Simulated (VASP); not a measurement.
Here is a VASP 6.6.1 calculation.

The input INCAR:

```
ALGO = Normal ; EDIFF = 1E-6
ENCUT = 520 ; ISIF = 2
ISMEAR = 0 ; LASPH = T
LCHARG = F ; LREAL = F
LWAVE = F ; NBANDS = 40
NELM = 100 ; PREC = Accurate
SIGMA = 0.01
```

KPOINTS

```
k-points
0
Gamma
  3 3 3
```

Contents of POSCAR:

```
MgSe2
1.0
    6.4599975300      0.0000000000      0.0000000000
    0.0000000000      6.4599975300      0.0000000000
    0.0000000000      0.0000000000      6.4599975300
Mg Se
4 8
Direct
    0.4999999992      0.4999999992      0.0000000000
    0.4999999992      0.0000000000      0.4999999992
    0.0000000000      0.4999999992      0.4999999992
    0.0000000000      0.0000000000      0.0000000000
    0.1062025406      0.8937974594      0.3937974602
    0.8937974594      0.3937974602      0.1062025406
    0.3937974602      0.1062025406      0.8937974594
    0.6062025398      0.6062025398      0.6062025398
    0.8937974594      0.1062025406      0.6062025398
    0.1062025406      0.6062025398      0.8937974594
    0.6062025398      0.8937974594      0.1062025406
    0.3937974602      0.3937974602      0.3937974602
```

Potentials or basis: VASP PAW LDA potentials, release 64 (Mg, Se).

Command:

```sh
$ cat potpaw_LDA.64/Mg/POTCAR potpaw_LDA.64/Se/POTCAR > POTCAR
$ mpirun -np 1 vasp_std > vasp.out
```

Question: Predict the largest force.

Answer: 0.089 eV/Å.

Question: What does it give for the pressure?

Answer: -2.7 GPa.

Question: Predict the band gap on the k mesh.

Answer: 1.78 eV, indirect (least direct gap 1.78 eV).

Forces in eV/Å, atoms in the order of the input:
```
Mg   0.000  0.000  0.000
Mg   0.000  0.000  0.000
Mg   0.000  0.000  0.000
Mg   0.000  0.000  0.000
Se   0.052 -0.052 -0.052
Se  -0.052 -0.052  0.052
Se  -0.052  0.052 -0.052
Se   0.052  0.052  0.052
Se  -0.052  0.052  0.052
Se   0.052  0.052 -0.052
Se   0.052 -0.052  0.052
Se  -0.052 -0.052 -0.052
```

Caveat: an odd mesh through Γ misses points on the zone boundary, where band edges often lie.
